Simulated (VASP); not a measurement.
Output of a VASP run:

**OUTCAR**
```
 ion  position               nearest neighbor table
   1  0.583  0.000  0.420-   8 3.31   5 3.31   5 3.31   4 3.32   4 3.32   3 3.32   3 3.32
   2  0.583  0.500  0.420-   8 3.31   6 3.31   6 3.31   4 3.32   4 3.32   3 3.32   3 3.32
   3  0.083  0.250  0.447-   5 3.31   6 3.31   7 3.31   7 3.31   1 3.32   1 3.32   2 3.32   2 3.32
  LATTYP: Found a simple orthorhombic cell.
 ALAT       =     3.3579280000
 B/A-ratio  =     3.2175064504
 C/A-ratio  =    10.6079082101
 Subroutine PRICEL returns:
 Original cell was already a primitive cell.
 Subroutine GETGRP returns: Found  8 space group operations
The static configuration has the point symmetry C_2 .
 The point group associated with its full space group is D_2h.
The dynamic configuration has the point symmetry C_2 .
 Subroutine INISYM returns: Found  8 space group operations
 Subroutine IBZKPT returns following result:
 Found     10 irreducible k-points:

 Following reciprocal coordinates:
            Coordinates               Weight
  0.000000  0.000000  0.000000      1.000000
  0.125000  0.000000  0.000000      2.000000
  0.250000  0.000000  0.000000      2.000000
  0.375000  0.000000  0.000000      2.000000
  0.500000  0.000000  0.000000      1.000000
  0.000000  0.333333  0.000000      2.000000
  0.125000  0.333333  0.000000      4.000000
  0.250000  0.333333  0.000000      4.000000
  0.375000  0.333333  0.000000      4.000000
  0.500000  0.333333  0.000000      2.000000
   k-points           NKPTS =     10   k-points in BZ     NKDIM =     10   number of bands    NBANDS=     79
   number of dos      NEDOS =    301   number of ions     NIONS =     12
   total plane-waves  NPLWV = 268800
   dimension x,y,z NGX =    20 NGY =   64 NGZ =  210
   dimension x,y,z NGXF=    40 NGYF=  128 NGZF=  420
   ions per type =              12
   PREC   = accura    normal or accurate (medium, high low for compatibility)
   ISTART =      0    job   : 0-new  1-cont  2-samecut
   ICHARG =      2    charge: 1-file 2-atom 10-const
   ISPIN  =      1    spin polarized calculation?
   LNONCOLLINEAR =      F non collinear calculations
   LSORBIT =      F    spin-orbit coupling
   INIWAV =      1    electr: 0-lowe 1-rand  2-diag
   ENCUT  =  300.0 eV  22.05 Ry    4.70 a.u.   4.74 15.26 50.31*2*pi/ulx,y,z
   NELM   =    100;   NELMIN=  2; NELMDL= -5     # of ELM steps
   EDIFF  = 0.1E-05   stopping-criterion for ELM
   LREAL  =      F    real-space projection
   NLSPLINE    = F    spline interpolate recip. space projectors
   LMAXMIX     =    4 max onsite mixed and CHGCAR
   VOSKOWN=      0    Vosko Wilk Nusair interpolation
   EDIFFG = 0.1E-04   stopping-criterion for IOM
   NSW    =      0    number of steps for IOM
   NBLOCK =      1;   KBLOCK =      1    inner block; outer block
   IBRION =     -1    ionic relax: 0-MD 1-quasi-New 2-CG
   NFREE  =      0    steps in history (QN), initial steepest desc. (CG)
   ISIF   =      2    stress and relaxation
   ISYM   =      2    0-nonsym 1-usesym 2-fastsym
   TEIN   =    0.0    initial temperature
   TEBEG  =    0.0;   TEEND  =   0.0 temperature during run
   SMASS  =  -3.00    Nose mass-parameter (am)
   PSTRESS=    0.0 pullay stress
   NELECT =     132.0000    total number of electrons
   EFERMI =   0.00;   METHOD = LEGACY
   ISMEAR =     1;   SIGMA  =   0.14  broadening in eV -4-tet -1-fermi 0-gaus
   IALGO  =     38    algorithm
   LDIAG  =      T    sub-space diagonalisation (order eigenvalues)
   IMIX   =      4    mixing-type and parameters
     AMIX     =   0.40;   BMIX     =  1.00
     AMIX_MAG =   1.60;   BMIX_MAG =  1.00
     AMIN     =   0.10
   GGA     = CA    functional components
   VOSKOWN =     0    Vosko Wilk Nusair interpolation
   LHFCALC =     F    Hartree Fock is set to
   LHFONE  =     F    Hartree Fock one center treatment
   AEXX    =    0.0000 exact exchange contribution
   IVDW    =     0    specifies the selected vdW correction
   LEPSILON=     F    determine dielectric tensor
   LRPA    =     F    only Hartree local field effects (RPA)
  energy-cutoff  :      300.00
  volume of cell :     1292.30
...
```

### OSZICAR
```
       N       E                     dE             d eps       ncg     rms          rms(c)
DAV:   1     0.185726319788E+04    0.18573E+04   -0.50493E+04  2348   0.867E+02
DAV:   2     0.104797561819E+03   -0.17525E+04   -0.17357E+04  2408   0.542E+02
DAV:   3    -0.783618208311E+02   -0.18316E+03   -0.18034E+03  2592   0.286E+02
DAV:   4    -0.862252930889E+02   -0.78635E+01   -0.75922E+01  2624   0.537E+01
DAV:   5    -0.867775145707E+02   -0.55222E+00   -0.53226E+00  2672   0.118E+01    0.183E+01
DAV:   6    -0.830003370530E+02    0.37772E+01   -0.11188E+02  2416   0.417E+01    0.159E+01
DAV:   7    -0.776735480428E+02    0.53268E+01   -0.88673E+01  2432   0.401E+01    0.102E+01
DAV:   8    -0.747545933769E+02    0.29190E+01   -0.33844E+01  2360   0.196E+01    0.650E+00
DAV:   9    -0.732560288849E+02    0.14986E+01   -0.70477E+00  2424   0.117E+01    0.280E+00
DAV:  10    -0.732068804804E+02    0.49148E-01   -0.32710E+00  2288   0.781E+00    0.252E+00
DAV:  11    -0.730616995294E+02    0.14518E+00   -0.97254E-01  2416   0.443E+00    0.103E+00
DAV:  12    -0.730451322255E+02    0.16567E-01   -0.30147E-01  2312   0.255E+00    0.518E-01
DAV:  13    -0.730414198206E+02    0.37124E-02   -0.64106E-02  2336   0.159E+00    0.261E-01
DAV:  14    -0.730416646598E+02   -0.24484E-03   -0.17029E-02  2368   0.709E-01    0.172E-01
DAV:  15    -0.730418444196E+02   -0.17976E-03   -0.47333E-03  2296   0.400E-01    0.769E-02
DAV:  16    -0.730430315649E+02   -0.11871E-02   -0.12892E-03  2544   0.152E-01    0.535E-02
DAV:  17    -0.730443516368E+02   -0.13201E-02   -0.11782E-03  2480   0.123E-01    0.577E-02
DAV:  18    -0.730450832313E+02   -0.73159E-03   -0.60164E-04  2168   0.106E-01    0.177E-02
DAV:  19    -0.730457872260E+02   -0.70399E-03   -0.17607E-04  2200   0.429E-02    0.131E-02
DAV:  20    -0.730463347939E+02   -0.54757E-03   -0.71924E-05  1728   0.271E-02    0.738E-03
DAV:  21    -0.730464836834E+02   -0.14889E-03   -0.15857E-05  1608   0.151E-02    0.492E-03
DAV:  22    -0.730466966734E+02   -0.21299E-03   -0.15304E-05  1424   0.125E-02    0.292E-03
DAV:  23    -0.730467831505E+02   -0.86477E-04   -0.72860E-06  1432   0.790E-03    0.188E-03
DAV:  24    -0.730468202184E+02   -0.37068E-04   -0.19527E-06  1336   0.650E-03    0.126E-03
DAV:  25    -0.730468382445E+02   -0.18026E-04   -0.82380E-07  1256   0.400E-03    0.938E-04
DAV:  26    -0.730468491869E+02   -0.10942E-04   -0.37428E-07  1160   0.276E-03    0.681E-04
DAV:  27    -0.730468569499E+02   -0.77630E-05   -0.28131E-07  1144   0.267E-03    0.491E-04
DAV:  28    -0.730468593941E+02   -0.24442E-05   -0.10248E-07  1072   0.208E-03    0.304E-04
DAV:  29    -0.730468632101E+02   -0.38159E-05   -0.14831E-07  1136   0.174E-03    0.387E-04
DAV:  30    -0.730468649861E+02   -0.17761E-05   -0.82182E-08  1056   0.141E-03    0.247E-04
DAV:  31    -0.730468657223E+02   -0.73621E-06   -0.46106E-08  1048   0.125E-03
   1 F= -.73046866E+02 E0= -.73045919E+02  d E =-.283891E-02
```

### OUTCAR
```
------------------------ aborting loop because EDIFF is reached ----------------------------------------
  FORCE on cell =-STRESS in cart. coord.  units (eV):
  Direction    XX          YY          ZZ          XY          YZ          ZX
  --------------------------------------------------------------------------------------
  Total      -16.3986674    -18.2399328    -13.7683419      0.0000000      0.0000000      0.0000000
  in kB      -20.3308633    -22.6136412    -17.0698186      0.0000000      0.0000000      0.0000000
  external PRESSURE =     -20.0047744 kB  Pullay stress =       0.0000000 kB
  volume of cell :     1292.30
      direct lattice vectors                 reciprocal lattice vectors
     3.357928000  0.000000000  0.000000000     0.297802693  0.000000000  0.000000000
     0.000000000 10.804155000  0.000000000     0.000000000  0.092556984  0.000000000
     0.000000000  0.000000000 35.620592000     0.000000000  0.000000000  0.028073649
 POSITION                                       TOTAL-FORCE (eV/Angst)
 -----------------------------------------------------------------------------------
      1.95879      0.00000     14.95249         0.000000     -0.265782      0.333430
      1.95879      5.40208     14.95249         0.000000      0.265782      0.333430
      0.27983      2.70104     15.90509         0.000000      0.000000      0.588555
      0.27983      8.10312     14.00000         0.000000      0.000000      0.955337
      0.27983      0.00000     17.81030         0.000000      0.000000      0.000000
      0.27983      5.40208     17.81030         0.000000     -0.000000      0.000000
      1.95879      2.70104     18.76290        -0.000000      0.000000      0.245562
      1.95879      8.10312     16.85769        -0.000000      0.000000     -0.245562
      1.95879      0.00000     20.66799         0.000000      0.265782     -0.333430
      1.95879      5.40208     20.66799         0.000000     -0.265782     -0.333430
      0.27983      2.70104     21.62060         0.000000      0.000000     -0.955337
      0.27983      8.10312     19.71550         0.000000      0.000000     -0.588555
 -----------------------------------------------------------------------------------
    total drift:                                0.000650      0.000000      0.332623
  FREE ENERGIE OF THE ION-ELECTRON SYSTEM (eV)
  ---------------------------------------------------
  free  energy   TOTEN  =       -73.0468657223 eV

  energy  without entropy=      -73.0440268143  energy(sigma->0) =      -73.04591942
```
(Selected blocks of OUTCAR.)

### POSCAR
```
Sc
1
    3.3579280000     0.0000000000     0.0000000000
    0.0000000000    10.8041550000     0.0000000000
    0.0000000000     0.0000000000    35.6205920000
Sc
12
Direct
  0.5833330000   0.0000000000   0.4197710000
  0.5833330000   0.5000000000   0.4197710000
  0.0833330000   0.2500000000   0.4465140000
  0.0833330000   0.7500000000   0.3930310000
  0.0833330000   0.0000000000   0.5000000000
  0.0833330000   0.5000000000   0.5000000000
  0.5833330000   0.2500000000   0.5267430000
  0.5833330000   0.7500000000   0.4732570000
  0.5833330000   0.0000000000   0.5802260000
  0.5833330000   0.5000000000   0.5802260000
  0.0833330000   0.2500000000   0.6069690000
  0.0833330000   0.7500000000   0.5534860000
```

Problem. Write an INCAR and KPOINTS that could have produced this output.

Solution. One answer among several that fit: the input of the run itself, LDA (Ceperley-Alder, Perdew-Zunger), plane waves, VASP's LDA PAW potentials (set 64).

### INCAR
```
ALGO  =  Normal
EDIFF  =  1E-6
ENCUT  =  300
ISIF  =  2
ISMEAR  =  1
LASPH  =  .True.
LCHARG  =  .False.
LMAXMIX  =  4
LREAL  =  .False.
LWAVE  =  .False.
NELM  =  100
PREC  =  Accurate
SIGMA  =  0.136
SYSTEM  =  Sc
```

File KPOINTS:
```
Automatic
0
gamma
8 3 1
0 0 0
```

POTCAR, in this order: Sc_sv (LDA.64 set). Program: vasp_std.

At this cut-off the stress carries a Pulay error, which pulls relaxed volumes low. The cell holds a wide vacuum, so values per volume refer to the whole cell.

The cell is a sheet with vacuum, built from a generated structure.
